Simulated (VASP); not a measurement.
An input for Quantum ESPRESSO's pw.x (written as the equivalent of a VASP run, and not itself run):

```
&CONTROL
  calculation = 'vc-relax'
  pseudo_dir = './pseudo'
  outdir = './out'
  tprnfor = .true.
  tstress = .true.
  nstep = 60
  forc_conv_thr = 0.00039
/
&SYSTEM
  ibrav = 0
  nat = 1
  ntyp = 1
  ecutwfc = 80
  occupations = 'smearing'
  smearing = 'methfessel-paxton'
  degauss = 0.00735
  input_dft = 'pbesol'
/
&ELECTRONS
  conv_thr = 7.3e-08
  electron_maxstep = 100
/
&IONS
/
&CELL
/
ATOMIC_SPECIES
  Ga 69.723 Ga.upf
CELL_PARAMETERS angstrom
    -1.6780330    1.6780330    1.6780330
     1.6780330   -1.6780330    1.6780330
     1.6780330    1.6780330   -1.6780330
ATOMIC_POSITIONS crystal
  Ga   0.0000000  0.0000000  0.0000000
K_POINTS automatic
  14 14 14 0 0 0
```

Problem. Translate this input to VASP (INCAR, KPOINTS, POSCAR, choice of POTCAR).

Solution. This is not unique; one that fits is 
File KPOINTS:
```
Automatic mesh
0
gamma
 14 14 14
```

**INCAR**
```
! general
SYSTEM  = Ga
PREC    = Accurate
ENCUT   = 400
LREAL   = .FALSE.
LASPH   = .TRUE.

! electronic loop
EDIFF   = 1E-6
NELM    = 100
ALGO    = Normal
LMAXMIX = 4

! smearing
ISMEAR  = 1
SIGMA   = 0.1

! functional
GGA     = PS

! ions
IBRION  = 2
NSW     = 60
ISIF    = 3
EDIFFG  = -0.01

! output
LWAVE   = .FALSE.
LCHARG  = .FALSE.
```

File POSCAR:
```
Ga
1
   -1.6780330000     1.6780330000     1.6780330000
    1.6780330000    -1.6780330000     1.6780330000
    1.6780330000     1.6780330000    -1.6780330000
Ga
1
Direct
  0.0000000000   0.0000000000   0.0000000000
```

POTCAR, in this order: Ga_d (PBE.64 set). Program: vasp_std.

Limits of the translation: the potentials are each code's own (VASP's PAW set, PseudoDojo norm-conserving files in pw.x), so ENCUT and ecutwfc are chosen apart and not converted; conv_thr bounds pw.x's estimated SCF error, while EDIFF bounds the energy change between steps; forc_conv_thr acts on force components and is met together with etot_conv_thr.

The structure was generated: Ga was put into the bcc type (Im-3m), which need not be its known phase. This run relaxes it. Symmetry was kept, so distortions that lower it aren't found.
